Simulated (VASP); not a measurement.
These are PBEsol GGA, VASP's PBE PAW potentials (set 64) (plane waves; VASP) values and carry that method's errors.

A VASP calculation is set up with these files.

### KPOINTS
```
k-points along high-symmetry lines
15
Line-mode
Reciprocal
  0.000000   0.000000   0.000000 ! GAMMA
 -0.500000  -0.500000   0.000000 ! X

 -0.500000  -0.500000   0.000000 ! X
 -0.375000  -0.375000   0.250000 ! U

 -0.375000  -0.000000   0.375000 ! K
  0.000000   0.000000   0.000000 ! GAMMA

  0.000000   0.000000   0.000000 ! GAMMA
  0.000000   0.000000   0.500000 ! L

  0.000000   0.000000   0.500000 ! L
 -0.500000  -0.250000   0.250000 ! W

 -0.500000  -0.250000   0.250000 ! W
 -0.500000  -0.500000   0.000000 ! X
```

**INCAR**
```
SYSTEM  =  PtP
PREC  =  Accurate; ENCUT  =  400; LREAL  =  .FALSE.
LASPH  =  .TRUE.; ICHARG  =  11
EDIFF  =  1E-7; NELM  =  100; ALGO  =  Normal
LMAXMIX  =  6
ISMEAR  =  0; SIGMA  =  0.05
GGA  =  PS
LWAVE  =  .FALSE.; LCHARG  =  .FALSE.; LORBIT  =  11
```

POSCAR:
```
PtP
1
    0.0000000000     2.6507123391     2.6507123391
    2.6507123391     0.0000000000     2.6507123391
    2.6507123391     2.6507123391     0.0000000000
Pt P
1 1
Direct
  0.0000000000   0.0000000000   0.0000000000
  0.2500000000   0.2500000000   0.2500000000
```

POTCAR, in this order: Pt P (PBE.64 set). Program: vasp_std. Read from the step before: CHGCAR.

Output of the run:

**OSZICAR**
```
       N       E                     dE             d eps       ncg     rms          rms(c)
DAV:   1     0.485011039733E+02    0.48501E+02   -0.59557E+03  2164   0.924E+02
DAV:   2    -0.122385374244E+02   -0.60740E+02   -0.56565E+02  2264   0.196E+02
DAV:   3    -0.138739239507E+02   -0.16354E+01   -0.16225E+01  2365   0.323E+01
DAV:   4    -0.138898739978E+02   -0.15950E-01   -0.15944E-01  2270   0.371E+00
DAV:   5    -0.138901322655E+02   -0.25827E-03   -0.25826E-03  2417   0.468E-01
DAV:   6    -0.138901376174E+02   -0.53519E-05   -0.53519E-05  2322   0.652E-02
DAV:   7    -0.138901377619E+02   -0.14454E-06   -0.14519E-06  2434   0.104E-02
DAV:   8    -0.138901377653E+02   -0.34001E-08   -0.36919E-08  1714   0.170E-03
   1 F= -.13890138E+02 E0= -.13889619E+02  d E =-.103825E-02
```

### OUTCAR
```
 val. band max:        7.1049594717   @ k =  -0.4018  -0.4018   0.1964

 cond. band min:       7.1379516301   @ k =  -0.5000  -0.3571   0.1429



 k-point     1 :       0.0000    0.0000    0.0000
  band No.  band energies     occupation
      1      -5.7956      2.00000
      2       1.1850      2.00000
      3       1.1850      2.00000
      4       1.1850      2.00000
      5       3.5818      2.00000
      6       3.5818      2.00000
      7      10.6224      0.00000
      8      11.5966      0.00000
      9      11.5966      0.00000
     10      11.5966      0.00000
     11      14.2400      0.00000

 k-point     2 :      -0.0357   -0.0357    0.0000
  band No.  band energies     occupation
      1      -5.7749      2.00000
      2       1.1680      2.00000
      3       1.1970      2.00000
      4       1.1970      2.00000
      5       3.5670      2.00000
      6       3.5892      2.00000
      7      10.5883      0.00000
      8      11.4839      0.00000
      9      11.4839      0.00000
     10      11.6608      0.00000
     11      14.1194      0.00000

 k-point     3 :      -0.0714   -0.0714    0.0000
  band No.  band energies     occupation
      1      -5.7134      2.00000
      2       1.1186      2.00000
      3       1.2330      2.00000
      4       1.2330      2.00000
      5       3.5240      2.00000
      6       3.6112      2.00000
      7      10.4953      0.00000
      8      11.1840      0.00000
      9      11.1841      0.00000
     10      11.8313      0.00000
     11      13.8040      0.00000

 k-point     4 :      -0.1071   -0.1071    0.0000
  band No.  band energies     occupation
      1      -5.6128      2.00000
      2       1.0416      2.00000
      3       1.2930      2.00000
      4       1.2930      2.00000
      5       3.4566      2.00000
      6       3.6470      2.00000
      7      10.3455      0.00000
      8      10.7659      0.00000
      9      10.7659      0.00000
     10      12.0600      0.00000
...
```

The density is held fixed in this step, so its total energy and stress have no physical meaning. Unless said otherwise, spin-orbit coupling is left out, though it shifts the bands of the heavy elements here.

The structure was generated: PtP was put into the zinc blende type (F-43m), which need not be its known phase. It was relaxed first, which changed the volume by -16 %. The electron count is odd and the run is not spin-polarised, which forces a metal.
